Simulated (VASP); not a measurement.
# VSF₃: harmonic vibrations of a molecule

VSF₃, molecule in box, 5 atoms in the cell. PBE, harmonic vibrations; PAW potentials F, V_sv, S (PBE set).

## Input

INCAR.step1:
```
SYSTEM = VSF3
PREC = Accurate
ENCUT = 400
EDIFF = 1E-8
ISMEAR = 0
SIGMA = 0.01
ISYM = 0
LREAL = .FALSE.
LASPH = .TRUE.
NELM = 100
ALGO = Normal
LWAVE = .FALSE.
LCHARG = .FALSE.
IBRION = 2
NSW = 60
ISIF = 2
EDIFFG = -0.002
POTIM = 0.5
```

INCAR.step2, as INCAR.step1 but for:
```
- IBRION = 2
- NSW = 60
- ISIF = 2
- EDIFFG = -0.002
- POTIM = 0.5
+ IBRION = 5
+ NFREE = 2
+ POTIM = 0.015
+ NSW = 1
```

KPOINTS:
```
k-points
0
Gamma
  1 1 1
```

POSCAR.step1:
```
VSF3
1.0
   12.0000000000      0.0000000000      0.0000000000
    0.0000000000     12.0000000000      0.0000000000
    0.0000000000      0.0000000000     12.0000000000
F V S
3 1 1
Direct
    0.5120916700      0.4409500000      0.6152083300
    0.3793166700      0.5966333300      0.5021916700
    0.4576833300      0.4068666700      0.3904583300
    0.4872500000      0.5043916700      0.4900583300
    0.6228500000      0.5871000000      0.4446833300
```

Commands (each step's output is kept before the next begins):
```
cat potpaw_PBE.64/F/POTCAR potpaw_PBE.64/V_sv/POTCAR potpaw_PBE.64/S/POTCAR > POTCAR
cp INCAR.step1 INCAR
cp POSCAR.step1 POSCAR
mpirun -np 4 vasp_gam > vasp.out
cp CONTCAR POSCAR
cp INCAR.step2 INCAR
mpirun -np 4 vasp_gam > vasp.out
```

## Result

- Vibrations (cm⁻¹; a negative value is imaginary): 777, 777, 719, 585, 237, 220, 220, 193, 192
- Zero-point energy (eV): 0.243
- Translations and rotations, which should read zero (cm⁻¹): -20, -16, -14, -1, 5, 12
- Vibrational entropy at 298 K (meV/K): 0.493
- Displaced cells: 30
- Ionic steps, all stages: 44
- Electronic steps, all stages: 886

VASP 6.6.1 took 1713 s on 4 cores (AMD EPYC 7R43 (Zen 3)), a shared host.
